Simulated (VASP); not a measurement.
# Gap of C (Diamond), level by level, part 4 of 6

Aim: the band gap of C (Diamond) at many levels of theory on one cell, with the cost of each. LASPH is on for some levels and off for others; the table marks which. The start is a cell from a database of measured crystal structures.

VASP 6.6.1, plane waves and PAW; the level of theory is named at each step.

So far, least gap on mesh and path (eV): step 2 (bands, level LDA) 4.10; step 5 (bands, level TB-mBJ) 4.95; step 6 (bands, level TPSS) 4.17; step 7 (bands, level BLYP) 4.45; step 9 (bands, level HSE06) 5.33.

## 10. Bands with B3LYP

This step: B3LYP; plane waves and PAW (C) (VASP 6.6.1).

B3LYP, with a fifth of exact exchange, was fitted to molecules.

File INCAR:

```
SYSTEM = C
PREC = Accurate
ENCUT = 520
EDIFF = 1E-06
NELM = 100
ISMEAR = 0
SIGMA = 0.02
LREAL = .FALSE.
ALGO = Normal
LHFCALC = .TRUE.
AEXX = 0.2
GGA = B3
AGGAX = 0.72
AGGAC = 0.81
ALDAC = 0.19
LASPH = .TRUE.
NBANDS = 10
PRECFOCK = Fast
HFRCUT = -1
LORBIT = 11
LWAVE = .FALSE.
LCHARG = .FALSE.
KPAR = 4
```

File POSCAR:

```
C
1.0
    0.0000000000      1.7833700000      1.7833700000
    1.7833700000      0.0000000000      1.7833700000
    1.7833700000      1.7833700000      0.0000000000
C
2
Direct
    0.0000000000      0.0000000000      0.0000000000
    0.2500000000      0.2500000000      0.2500000000
```

File KPOINTS:

```
Automatic mesh
0
Gamma
7 7 7
0 0 0
```

File KPOINTS_OPT:

```
Line mode
6
Line-mode
Reciprocal
  0.00000000   0.00000000   0.00000000 GAMMA
  0.50000000   0.00000000   0.50000000 X

  0.50000000   0.00000000   0.50000000 X
  0.50000000   0.25000000   0.75000000 W

  0.50000000   0.25000000   0.75000000 W
  0.37500000   0.37500000   0.75000000 K

  0.37500000   0.37500000   0.75000000 K
  0.00000000   0.00000000   0.00000000 GAMMA

  0.00000000   0.00000000   0.00000000 GAMMA
  0.50000000   0.50000000   0.50000000 L

  0.50000000   0.50000000   0.50000000 L
  0.62500000   0.25000000   0.62500000 U

  0.62500000   0.25000000   0.62500000 U
  0.50000000   0.25000000   0.75000000 W

  0.50000000   0.25000000   0.75000000 W
  0.50000000   0.50000000   0.50000000 L

  0.50000000   0.50000000   0.50000000 L
  0.37500000   0.37500000   0.75000000 K

  0.62500000   0.25000000   0.62500000 U
  0.50000000   0.00000000   0.50000000 X
```

The projector-augmented-wave data sets are C (PBE family, release 64).

Launch:

```sh
mpirun -np 4 vasp_std
```

Numbers of over 12 decimals in the logs are rounded to 6 here.

Log:

```text
[banner, memory and clock lines left out]
running    4 mpi-ranks, on    1 nodes
[...]
[... a notice as in an earlier step ...]

 LDA part: xc-table for (Slater(with rela. corr.)+VWN3), standard interpolation
 found WAVECAR, reading the header
 POSCAR, INCAR and KPOINTS ok, starting setup
[...]
HFRCUT set to (new)   9.757082
 reading WAVECAR
 the WAVECAR file was read successfully
 initial charge from wavefunction
 entering main loop
       N       E                     dE             d eps       ncg     rms          rms(c)
DAV:   1    -0.201361583731E+02   -0.20136E+02   -0.24215E-01   400   0.345E+00    0.363E-01
DAV:   2    -0.201378051663E+02   -0.16468E-02   -0.90430E-03   422   0.891E-01    0.265E-01
DAV:   3    -0.201365833415E+02    0.12218E-02   -0.60394E-04   420   0.189E-01    0.144E-01
DAV:   4    -0.201362559292E+02    0.32741E-03   -0.31245E-04   438   0.133E-01    0.763E-02
DAV:   5    -0.201361816005E+02    0.74329E-04   -0.87858E-05   424   0.709E-02    0.418E-02
DAV:   6    -0.201361649004E+02    0.16700E-04   -0.20404E-05   442   0.335E-02    0.239E-02
DAV:   7    -0.201361611716E+02    0.37288E-05   -0.47327E-06   408   0.160E-02    0.141E-02
DAV:   8    -0.201361603797E+02    0.79192E-06   -0.11285E-06   230   0.799E-03
   1 F= -.20136160E+02 E0= -.20136160E+02  d E =-.132939E-12
 Start KPOINTS_OPT (optional k-point list driver)
k-point batch [1-20\60]
       N       E                     dE             ncg
DAV:   1     0.297472475143E+03   -0.83602E+04      400
DAV:   2    -0.112032753667E+03   -0.40951E+03      516
DAV:   3    -0.130002424026E+03   -0.17970E+02      494
DAV:   4    -0.130161197918E+03   -0.15877E+00      442
DAV:   5    -0.130162542524E+03   -0.13446E-02      446
DAV:   6    -0.130162544163E+03   -0.16393E-05      452
DAV:   7    -0.130162544165E+03   -0.22172E-08      364
[...]
k-point batch [41-60\60]
       N       E                     dE             ncg
DAV:   1     0.205816978840E+03   -0.88113E+04      416
DAV:   2    -0.173523072676E+03   -0.37934E+03      506
DAV:   3    -0.183222840999E+03   -0.96998E+01      492
DAV:   4    -0.183289087552E+03   -0.66247E-01      482
DAV:   5    -0.183289222072E+03   -0.13452E-03      472
DAV:   6    -0.183289222224E+03   -0.15229E-06      460
```

Elapsed: 4.7 min, on 4 MPI ranks of AMD EPYC 7R43, shared host; peak memory 0.41 GiB.

From OUTCAR (step 10):

```text
 POSITION                                       TOTAL-FORCE (eV/Angst)
 -----------------------------------------------------------------------------------
      0.00000      0.00000      0.00000         0.000000      0.000000      0.000000
      0.89168      0.89168      0.89168        -0.000000     -0.000000     -0.000000
 -----------------------------------------------------------------------------------
    total drift:                                0.000000      0.000000     -0.000000

  FREE ENERGIE OF THE ION-ELECTRON SYSTEM (eV)
  ---------------------------------------------------
  free  energy   TOTEN  =       -20.1361603797 eV

  energy  without entropy=      -20.1361603797  energy(sigma->0) =      -20.13616038

[... 2 parts as in an earlier step ...]

[... 1 further part left out ...]
[key lines of the parts left out:]
E-fermi :   9.1002
```

Electronic bands along the path, in eV, zero at the valence-band top; v1 is the highest filled band, c1 the lowest empty one:

```
          point      v3     v2     v1     c1     c2     c3
              Γ    0.00   0.00   0.00   7.44   7.44   7.44
0.40 of the way   -3.37  -3.37  -3.33   6.57  12.11  12.11
              X  -13.65  -6.66  -6.66   6.67   6.67  19.30
0.40 of the way  -13.42  -7.37  -7.37   8.13   8.13  18.49
              W  -12.86  -8.72  -8.72  12.75  12.75  14.60
0.40 of the way  -12.49  -9.37  -7.34  10.16  13.00  15.46
              K  -12.55  -9.76  -5.67   7.62  12.91  16.75
0.60 of the way   -5.34  -4.35  -1.18   9.24  10.52  10.78
              Γ    0.00   0.00   0.00   7.44   7.44   7.44
0.40 of the way   -5.14  -1.39  -1.39   9.26   9.26   9.67
              L  -14.14  -2.98  -2.98  10.51  10.51  10.87
0.40 of the way  -13.62  -5.22  -3.81   9.56  12.22  12.95
              U  -12.55  -9.76  -5.67   7.62  12.91  16.75
0.60 of the way  -12.49  -9.37  -7.34  10.16  13.00  15.46
              W  -12.86  -8.72  -8.72  12.75  12.75  14.60
0.60 of the way  -13.45  -5.66  -4.26  10.23  11.23  14.13
              L  -14.14  -2.98  -2.98  10.51  10.51  10.87
0.60 of the way  -13.02  -7.24  -4.53   8.77  13.89  14.92
              K  -12.55  -9.76  -5.67   7.62  12.91  16.75
      jump to U  -12.55  -9.76  -5.67   7.62  12.91  16.75
0.60 of the way  -13.47  -7.54  -6.49   6.83   7.98  18.83
              X  -13.65  -6.66  -6.66   6.67   6.67  19.30
```

The electronic bands as a text plot (rows in eV, shown from -8.0 to 7.4 only):

```
    7.1 |+++      +              ++                           +++
    6.5 |   +    +                                              +
    5.8 |    ++++
    5.2 |
    4.5 |
    3.9 |
    3.3 |
    2.6 |
    2.0 |
    1.3 |
    0.7 |
    0.0 |*                      ***
   -0.6 |                          **
   -1.2 | **                  ***    *
   -1.9 |                       *  **
   -2.5 |                   **        ***
   -3.2 |   *                            ***           ***
   -3.8 |                                  **          * **
   -4.5 |                 **  **             *       **    *
   -5.1 |    **               **     *      * *           * *
   -5.7 |               **                     *    ***      **
   -6.4 |    *****                              *              **
   -7.0 |         *    *    **               *     *       *    *
   -7.7 |          **                               *          *
         Γ       X    W  K        Γ      L     U  W     L   K|U X
```

The gap is 6.04 eV, indirect, from Γ to a point between the labelled ones. Against LDA that is +1.94 eV; this run took 25 times the core time, on fewer points of the path.

## 11. Dielectric constant for the exchange share

This step: PBE; plane waves and PAW (C) (VASP 6.6.1).

The share of exact exchange of the next level is the inverse of the dielectric constant, which this PBE response run supplies.

File INCAR:

```
SYSTEM = C
PREC = Accurate
ENCUT = 520
EDIFF = 1E-08
NELM = 100
ISMEAR = 0
SIGMA = 0.01
LREAL = .FALSE.
ALGO = Normal
GGA = PE
NBANDS = 10
LORBIT = 11
LWAVE = .FALSE.
LCHARG = .FALSE.
KPAR = 4
LEPSILON = .TRUE.
```

POSCAR is that of step 10.

File KPOINTS:

```
Automatic mesh
0
Gamma
12 12 12
0 0 0
```

Launch:

```sh
mpirun -np 4 vasp_std
```

Log:

```text
[... set-up lines as in an earlier step ...]
 entering main loop
       N       E                     dE             d eps       ncg     rms          rms(c)
DAV:   1     0.876772820688E+00    0.87677E+00   -0.49844E+03  1514   0.798E+02
DAV:   2    -0.184345866206E+02   -0.19311E+02   -0.18021E+02  1924   0.122E+02
DAV:   3    -0.188231333218E+02   -0.38855E+00   -0.38751E+00  1720   0.142E+01
DAV:   4    -0.188240967137E+02   -0.96339E-03   -0.96336E-03  1568   0.747E-01
DAV:   5    -0.188240978052E+02   -0.10914E-05   -0.10914E-05  1668   0.251E-02    0.556E+00
DAV:   6    -0.183447607757E+02    0.47934E+00   -0.26733E-01  1506   0.388E+00    0.332E+00
DAV:   7    -0.181834405324E+02    0.16132E+00   -0.32295E-01  1568   0.432E+00    0.759E-01
DAV:   8    -0.181851892377E+02   -0.17487E-02   -0.77850E-03  1496   0.709E-01    0.435E-02
DAV:   9    -0.181852243434E+02   -0.35106E-04   -0.65997E-05  1778   0.693E-02    0.238E-02
DAV:  10    -0.181852442235E+02   -0.19880E-04   -0.15652E-05  1482   0.380E-02    0.508E-03
DAV:  11    -0.181852442686E+02   -0.45061E-07   -0.20720E-07  1852   0.446E-03    0.654E-04
DAV:  12    -0.181852442282E+02    0.40394E-07   -0.19681E-08  1526   0.151E-03    0.203E-04
DAV:  13    -0.181852442243E+02    0.39061E-08   -0.51801E-10   816   0.205E-04
   1 F= -.18185244E+02 E0= -.18185244E+02  d E =-.424762E-29
 Linear response reoptimize wavefunctions to high precision
DAV:   1    -0.181852442267E+02   -0.24012E-08   -0.29465E-11   972   0.593E-05
DAV:   2    -0.181852442267E+02   -0.39677E-10   -0.17528E-12   752   0.106E-05
 Linear response G [H, r] |phi>, progress :
  Direction:   1
       N       E                     dE             d eps       ncg     rms
RMM:   1    -0.333155377214E+02   -0.33316E+02   -0.76441E+00  3379   0.445E+01
RMM:   2    -0.324644675131E+02    0.85107E+00   -0.10363E+00  2278   0.872E+00
RMM:   3    -0.324731453419E+02   -0.86778E-02   -0.33993E-03  2410   0.503E-01
RMM:   4    -0.324732119101E+02   -0.66568E-04   -0.35444E-05  2535   0.411E-02
RMM:   5    -0.324732124384E+02   -0.52829E-06   -0.77287E-06  2499   0.586E-03
RMM:   6    -0.324732124431E+02   -0.46925E-08   -0.73979E-06  2326   0.262E-03
RMM:   7    -0.324732124401E+02    0.30561E-08   -0.73742E-06  1888   0.231E-03
RMM:   8    -0.324732125332E+02   -0.93138E-07   -0.82935E-06  1815   0.228E-03
RMM:   9    -0.324732126188E+02   -0.85633E-07   -0.90213E-06  1675   0.225E-03
RMM:  10    -0.324732126349E+02   -0.16044E-07   -0.94732E-06  1328   0.224E-03
 Linear response G [H, r] |phi>, progress :
  Direction:   2
       N       E                     dE             d eps       ncg     rms
RMM:   1    -0.364564550041E+02   -0.36456E+02   -0.57932E+01  3384   0.426E+01
RMM:   2    -0.330907696103E+02    0.33657E+01   -0.71362E-01  2276   0.746E+00
RMM:   3    -0.330944772655E+02   -0.37077E-02   -0.29754E-03  2401   0.427E-01
RMM:   4    -0.330944904458E+02   -0.13180E-04   -0.71678E-05  2561   0.384E-02
RMM:   5    -0.330944904369E+02    0.89030E-08   -0.47278E-05  2508   0.668E-03
RMM:   6    -0.330944904496E+02   -0.12678E-07   -0.47171E-05  2327   0.401E-03
RMM:   7    -0.330944908703E+02   -0.42067E-06   -0.51381E-05  1913   0.375E-03
RMM:   8    -0.330944909075E+02   -0.37232E-07   -0.51436E-05  1845   0.367E-03
RMM:   9    -0.330944908632E+02    0.44295E-07   -0.50922E-05  1710   0.366E-03
 Linear response G [H, r] |phi>, progress :
  Direction:   3
       N       E                     dE             d eps       ncg     rms
RMM:   1    -0.214906777607E+02   -0.21491E+02    0.57695E+01  3191   0.413E+01
RMM:   2    -0.224101517487E+02   -0.91947E+00   -0.93006E-01  2255   0.788E+00
RMM:   3    -0.224128973297E+02   -0.27456E-02   -0.56907E-03  2417   0.476E-01
RMM:   4    -0.224128265049E+02    0.70825E-04   -0.11574E-04  2473   0.421E-02
RMM:   5    -0.224128248448E+02    0.16601E-05   -0.50886E-05  2431   0.717E-03
RMM:   6    -0.224128247597E+02    0.85042E-07   -0.49762E-05  2210   0.384E-03
RMM:   7    -0.224128250904E+02   -0.33061E-06   -0.53736E-05  1749   0.350E-03
RMM:   8    -0.224128251192E+02   -0.28811E-07   -0.54188E-05  1616   0.342E-03
RMM:   9    -0.224128251447E+02   -0.25561E-07   -0.53332E-05  1465   0.341E-03
RMM:  10    -0.224128251383E+02    0.64372E-08   -0.57154E-05  1210   0.340E-03
 Linear response to external field (no local field effect), progress :
  Direction:   1
       N       E                     dE             d eps       ncg     rms          rms(c)
RMM:   1    -0.183104216424E+00   -0.18310E+00   -0.67941E-01  3150   0.228E+00
RMM:   2    -0.187341806095E+00   -0.42376E-02   -0.10568E-03  2305   0.267E-01
RMM:   3    -0.187345984117E+00   -0.41780E-05   -0.32120E-06  2326   0.110E-02
RMM:   4    -0.187346003991E+00   -0.19874E-07   -0.23005E-08  2277   0.773E-04
RMM:   5    -0.187346004057E+00   -0.66137E-10   -0.10473E-08  1688   0.109E-04
 change of polarisation eV/A/(eV/A) component  1 :     0.375     0.168     0.048
 dielectric tensor                  component  1 :     6.977     2.684     0.766
 Linear response to external field (no local field effect), progress :
  Direction:   2
       N       E                     dE             d eps       ncg     rms          rms(c)
RMM:   1    -0.180858576841E+00   -0.18086E+00   -0.65555E-01  3153   0.231E+00
RMM:   2    -0.185037990156E+00   -0.41794E-02   -0.10356E-03  2307   0.270E-01
RMM:   3    -0.185042048802E+00   -0.40586E-05   -0.33606E-06  2343   0.111E-02
RMM:   4    -0.185042069745E+00   -0.20943E-07   -0.52467E-08  2292   0.862E-04
RMM:   5    -0.185042069802E+00   -0.56821E-10   -0.39109E-08  1690   0.155E-04
 change of polarisation eV/A/(eV/A) component  2 :     0.168     0.370    -0.063
 dielectric tensor                  component  2 :     2.684     6.904    -1.008
 Linear response to external field (no local field effect), progress :
  Direction:   3
       N       E                     dE             d eps       ncg     rms          rms(c)
RMM:   1    -0.914614263092E-01   -0.91461E-01   -0.33021E-01  3100   0.170E+00
RMM:   2    -0.937359761678E-01   -0.22745E-02   -0.51623E-04  2279   0.189E-01
RMM:   3    -0.937379545511E-01   -0.19784E-05   -0.15201E-06  2329   0.821E-03
RMM:   4    -0.937379628894E-01   -0.83383E-08   -0.26233E-08  2255   0.622E-04
 change of polarisation eV/A/(eV/A) component  3 :     0.048    -0.063     0.187
 dielectric tensor                  component  3 :     0.766    -1.008     3.991
 Linear response to external field, progress :
  Direction:   1
       N       E                     dE             d eps       ncg     rms          rms(c)
RMM:   1    -0.151826912811E+00   -0.15183E+00   -0.55524E-01  7106   0.210E+00
RMM:   2    -0.155371949582E+00   -0.35450E-02   -0.86771E-04  5170   0.242E-01    0.710E-01
RMM:   3    -0.154220406066E+00    0.11515E-02   -0.65321E-04  5193   0.202E-01    0.419E-01
RMM:   4    -0.161396594583E+00   -0.71762E-02   -0.10171E-03  5166   0.260E-01    0.356E-02
RMM:   5    -0.162033031820E+00   -0.63644E-03   -0.14709E-05  5235   0.305E-02    0.402E-03
RMM:   6    -0.162063909873E+00   -0.30878E-04   -0.14734E-07  5445   0.351E-03    0.213E-03
RMM:   7    -0.162085633066E+00   -0.21723E-04   -0.12886E-07  5294   0.341E-03    0.147E-04
RMM:   8    -0.162085773625E+00   -0.14056E-06   -0.10268E-08  4890   0.154E-04    0.418E-05
RMM:   9    -0.162085772391E+00    0.12335E-08   -0.10761E-08  4398   0.129E-04    0.173E-06
 change of polarisation eV/A/(eV/A) component  1 :     0.302     0.098     0.033
 dielectric tensor                  component  1 :     5.824     1.567     0.527
 Linear response to external field, progress :
  Direction:   2
       N       E                     dE             d eps       ncg     rms          rms(c)
RMM:   1    -0.151798689159E+00   -0.15180E+00   -0.55496E-01  7117   0.210E+00
RMM:   2    -0.155371899037E+00   -0.35732E-02   -0.87155E-04  5170   0.242E-01    0.710E-01
RMM:   3    -0.154221466942E+00    0.11504E-02   -0.65171E-04  5192   0.201E-01    0.419E-01
RMM:   4    -0.161396964322E+00   -0.71755E-02   -0.10157E-03  5168   0.260E-01    0.356E-02
RMM:   5    -0.162032734500E+00   -0.63577E-03   -0.14723E-05  5234   0.305E-02    0.402E-03
RMM:   6    -0.162063841392E+00   -0.31107E-04   -0.15645E-07  5444   0.352E-03    0.213E-03
RMM:   7    -0.162085549431E+00   -0.21708E-04   -0.13901E-07  5291   0.343E-03    0.147E-04
RMM:   8    -0.162085701035E+00   -0.15160E-06   -0.20662E-08  4890   0.177E-04    0.415E-05
RMM:   9    -0.162085694670E+00    0.63642E-08   -0.21448E-08  4392   0.152E-04    0.170E-06
 change of polarisation eV/A/(eV/A) component  2 :     0.081     0.302    -0.002
 dielectric tensor                  component  2 :     1.289     5.824    -0.033
 Linear response to external field, progress :
  Direction:   3
       N       E                     dE             d eps       ncg     rms          rms(c)
RMM:   1    -0.151798599282E+00   -0.15180E+00   -0.55496E-01  7118   0.210E+00
RMM:   2    -0.155371924901E+00   -0.35733E-02   -0.87039E-04  5170   0.242E-01    0.710E-01
RMM:   3    -0.154221542003E+00    0.11504E-02   -0.65055E-04  5190   0.201E-01    0.419E-01
RMM:   4    -0.161397089646E+00   -0.71755E-02   -0.10145E-03  5168   0.260E-01    0.356E-02
RMM:   5    -0.162032708666E+00   -0.63562E-03   -0.14720E-05  5233   0.305E-02    0.402E-03
RMM:   6    -0.162063837145E+00   -0.31128E-04   -0.15587E-07  5441   0.351E-03    0.214E-03
RMM:   7    -0.162085546247E+00   -0.21709E-04   -0.13907E-07  5292   0.343E-03    0.147E-04
RMM:   8    -0.162085703037E+00   -0.15679E-06   -0.20665E-08  4893   0.177E-04    0.414E-05
RMM:   9    -0.162085694015E+00    0.90219E-08   -0.21438E-08  4363   0.152E-04    0.170E-06
 change of polarisation eV/A/(eV/A) component  3 :     0.013     0.062     0.302
 dielectric tensor                  component  3 :     0.205     0.997     5.824
 Born effective charges drift removed
```

Run time: 59 s. Hardware: 4 MPI ranks; peak memory 0.53 GiB; 3.8 min of CPU time.

From OUTCAR (step 11):

```text
   k-points           NKPTS =     72   k-points in BZ     NKDIM =     72   number of bands    NBANDS=     10

   NELECT =       8.0000    total number of electrons

  Total        0.1740836      0.1740836      0.1740836     -0.0000000     -0.0000000     -0.0000000
  in kB       24.5874840     24.5874840     24.5874840     -0.0000000     -0.0000000     -0.0000000
  external PRESSURE =      24.5874840 kB  Pullay stress =       0.0000000 kB

 MACROSCOPIC STATIC DIELECTRIC TENSOR (including local field effects in DFT)
 ------------------------------------------------------
           5.823628    -0.000000     0.000000
          -0.000000     5.823628     0.000000
           0.000000    -0.000000     5.823628
 ------------------------------------------------------

 PIEZOELECTRIC TENSOR (including local field effects)  for field in x, y, z        (C/m^2)
          XX          YY          ZZ          XY          YZ          ZX
  --------------------------------------------------------------------------------
  x     0.00000     0.00000    -0.00000     0.00000     0.00000     0.00000
  y     0.00000    -0.00000     0.00000     0.00000     0.00000     0.00000
  z     0.00000     0.00000     0.00000    -0.00000     0.00000     0.00000

 BORN EFFECTIVE CHARGES (including local field effects) (in |e|, cummulative output)
 ---------------------------------------------------------------------------------
 ion    1
    1    -0.00000     0.00000     0.00000
    2    -0.00000    -0.00000    -0.00000
    3     0.00000    -0.00000    -0.00000
 ion    2
    1     0.00000     0.00000     0.00000
    2     0.00000     0.00000     0.00000
    3    -0.00000     0.00000     0.00000

[... 8 parts as in an earlier step ...]

[... 3 further parts left out ...]
```

Energies printed during the response cycles are not total energies of the cell.

This step gave:

```yaml
irreducible_k_points: 72
fermi_energy: 9.805 eV
pressure: 2.459 GPa
conduction_bottom_at_k: 0.3333, 0.3333, 0
gap_on_the_k_mesh: 4.153 eV
```

Electronic dielectric tensor with local fields:

```
5.82 0.00 0.00
0.00 5.82 0.00
0.00 0.00 5.82
```

The Born effective charge vanishes on all sites.

The Born charges sum to zero; the printed set may have that rule imposed, so this is no test. The Born charges vanish, so no mode is infrared active.

(Continued in part 5 of 6.)

[Lines on the potential files, build, host, timing and source positions are cut from VASP's logs without a mark.]

[Logs are printed without paths, hosts, clocks, repeated set-up lines and the standing remarks that a program may print on its own settings, such as how far it seeks lower states.]

[Hosts, paths, dates, database ids (printed as entryN), source tags and the programs' standing remarks are cut or masked in the printed files.]

[A measured line is paired with the nearest computed mode of its activity, which favours agreement.]
